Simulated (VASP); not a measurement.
VASP ran on this input.

### POSCAR
```
PbO
1.0
  4.1814641299   0.0000000000   0.0000000000
 -2.0907320650   3.6212536449   0.0000000000
  0.0000000000   0.0000000000   5.5260904639
Pb O
2 2
direct
  0.3333330000   0.6666670000   0.9751668482
  0.6666670000   0.3333330000   0.4751668482
  0.3333330000   0.6666670000   0.3998331518
  0.6666670000   0.3333330000   0.8998331518
```

INCAR:
```
SYSTEM = PbO
PREC = Accurate; ENCUT = 520; LREAL = .FALSE.
LASPH = .TRUE.
EDIFF = 1E-7; NELM = 100; ALGO = Normal
LMAXMIX = 4
ISMEAR = -5
GGA = PS
ISIF = 2
LWAVE = .FALSE.; LCHARG = .TRUE.; LORBIT = 11
NEDOS = 601
```

**KPOINTS**
```
Automatic mesh
0
Gamma
7 7 5
0 0 0
```

POTCAR, in this order: Pb_d O (PBE.64 set). Program: vasp_std.

Q: Translate this PBEsol calculation to Quantum ESPRESSO's pw.x.

A: One equivalent input (not run):
```
&CONTROL
  calculation = 'scf'
  pseudo_dir = './pseudo'
  outdir = './out'
  tprnfor = .true.
  tstress = .true.
/
&SYSTEM
  ibrav = 0
  nat = 4
  ntyp = 2
  ecutwfc = 84
  occupations = 'tetrahedra'
  input_dft = 'pbesol'
/
&ELECTRONS
  conv_thr = 7.3e-09
  electron_maxstep = 100
/
ATOMIC_SPECIES
  Pb 207.200 Pb.upf
  O 15.999 O.upf
CELL_PARAMETERS angstrom
     4.1814641    0.0000000    0.0000000
    -2.0907321    3.6212536   -0.0000000
    -0.0000000   -0.0000000    5.5260905
ATOMIC_POSITIONS crystal
  Pb   0.3333330  0.6666670  0.9751668
  Pb   0.6666670  0.3333330  0.4751668
  O    0.3333330  0.6666670  0.3998332
  O    0.6666670  0.3333330  0.8998332
K_POINTS automatic
  7 7 5 0 0 0
```
The two are equivalent in intent, not identical: the potentials are each code's own (VASP's PAW set, PseudoDojo norm-conserving files in pw.x), so ENCUT and ecutwfc are chosen apart and not converted; conv_thr bounds pw.x's estimated SCF error, while EDIFF bounds the energy change between steps.

The structure was generated: PbO was put into the wurtzite type (P6_3mc), which need not be its known phase. It was relaxed first, which changed the volume by +43 %.
